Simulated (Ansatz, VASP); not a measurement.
## Mg2ZnS3: VASP beside Ansatz

File INCAR:

```
PREC     = Accurate       # precision mode
ENCUT    = 600            # plane-wave cutoff, eV
EDIFF    = 1E-6           # SCF threshold, eV
ISMEAR   = 0              # smearing method
SIGMA    = 0.1            # smearing width, eV
LREAL    = False          # projectors in reciprocal space
LASPH    = True           # aspherical terms in the spheres
NELM     = 100            # most SCF steps
ALGO     = Normal         # electronic algorithm
ISIF     = 3              # what is computed and relaxed
LWAVE    = False          # write WAVECAR
LCHARG   = False          # write CHGCAR
GGA      = PE             # functional
IBRION   = 2              # ionic algorithm
NSW      = 90             # ionic steps
EDIFFG   = -0.04          # ionic threshold
```

Contents of KPOINTS:

```
regular mesh
0
Gamma
  3 3 6
```

The input POSCAR:

```
Mg2ZnS3
1.0
    6.4993871813      0.0000000000      0.0000000000
   -3.2496935907      5.6286344080      0.0000000000
    0.0000000000      0.0000000000      3.5371393186
Mg Zn S
2 1 3
Direct
    0.3333333333      0.6666666667      0.0000000000
    0.6666666667      0.3333333333      0.0000000000
    0.0000000000      0.0000000000      0.0000000000
    0.5000000000      0.0000000000      0.5000000000
    0.0000000000      0.5000000000      0.5000000000
    0.5000000000      0.5000000000      0.5000000000
```

Input for Ansatz:

```yaml
crystal:
  lattice:
    - [6.4993871813, 0.0, 0.0]
    - [-3.2496935907, 5.628634408, 0.0]
    - [0.0, 0.0, 3.5371393186]
  atoms:
    - { symbol: Mg, position: [0.3333333333, 0.6666666667, 0.0] }
    - { symbol: Mg, position: [0.6666666667, 0.3333333333, 0.0] }
    - { symbol: Zn, position: [0.0, 0.0, 0.0] }
    - { symbol: S, position: [0.5, 0.0, 0.5] }
    - { symbol: S, position: [0.0, 0.5, 0.5] }
    - { symbol: S, position: [0.5, 0.5, 0.5] }
basis:
  ecutwfc: 420
kpoints:
  mp_grid: { grid: [3, 3, 6] }
hamiltonian:
  xc: pbe
scf:
  occupations: { method: gaussian, width: 0.1 }
  lower_state_search: "off"
output:
  forces: true
  stress: true
  eigenvalues: true
relax:
  adjacent_minimum: "off"
  f_tol: 0.04
  max_steps: 70
  cell: { stress_tol: 0.4 }
```

Change from the starting cell: species swapped into the NdGa2Pt3 type (P6/mmm, No. 191).

Alike in both runs: task relaxation of cell and atoms; functional PBE; k mesh 3 × 3 × 6; occupations gaussian, width 0.1 eV; no spin polarisation.

|  | VASP | Ansatz |
| --- | --- | --- |
| version | VASP 6.6.1 | Ansatz 0.2.0 |
| potentials or method | VASP PAW PBE potentials, release 64 (Mg, Zn, S) | scalar-relativistic, plane waves, PAW |
| plane-wave cutoff (eV) | 600 | 420 |
| valence electrons in the cell | 34 | 50 |

Ansatz gave:

```
gap on the k mesh at the Fermi level, each at its own relaxed structure (eV) : none
relaxed volume (Å³/atom)                                                     : 21.38
relaxed cell length with the largest relative difference (Å)                 : 6.437
energy change over the relaxation (meV/atom)                                 : -2
```

What did VASP give for the same quantities?

gap on the k mesh at the Fermi level, each at its own relaxed structure (eV): none; relaxed volume (Å³/atom): 21.13; relaxed cell length with the largest relative difference (Å): 6.388; energy change over the relaxation (meV/atom): -2.

A gap of «none» marks a metal or a gap that the smearing closes. The two sets of potentials don't hold the same shells in valence.

Caveats: the k mesh is coarse (spacing up to 0.37 Å⁻¹), so the values aren't converged.
